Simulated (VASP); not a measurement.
A run of VASP 6.6.1:

The input INCAR:

```
SYSTEM = BN
PREC = Accurate ; ENCUT = 520
EDIFF = 1E-7 ; ISMEAR = 0
SIGMA = 0.02 ; LREAL = .FALSE.
LASPH = .TRUE. ; NELM = 100
ALGO = Normal ; ISIF = 2
LWAVE = .FALSE. ; LCHARG = .FALSE.
METAGGA = R2SCAN ; LMIXTAU = .TRUE.
```

KPOINTS

```
regular mesh
0
G
  14 14 14
  0 0 0
```

The input POSCAR:

```
BN                                      
1.0
    0.0000000000      1.8591976553      1.8591976553
    1.8591976553      0.0000000000      1.8591976553
    1.8591976553      1.8591976553      0.0000000000
  B               N             
     1     1
Direct
     0.0000000000000000    0.0000000000000000    0.0000000000000000
     0.2500000000000000    0.2500000000000000    0.2500000000000000
```

Potentials or basis: VASP PAW PBE potentials, release 64 (B, N).

Launch:

```bash
$ cat potpaw_PBE.64/B/POTCAR potpaw_PBE.64/N/POTCAR > POTCAR
$ mpirun -np 1 vasp_std > vasp.out
```

Hardware: 1 thread of Intel(R) Xeon(R) 6975P-C (Granite Rapids) (shared host).

Question: How long does it take, and how much memory?

Answer: Run time: 26 s on 1 thread of Intel(R) Xeon(R) 6975P-C (Granite Rapids) (shared host), peak memory 0.12 GiB. Counts: scf iterations 19, k points 104.
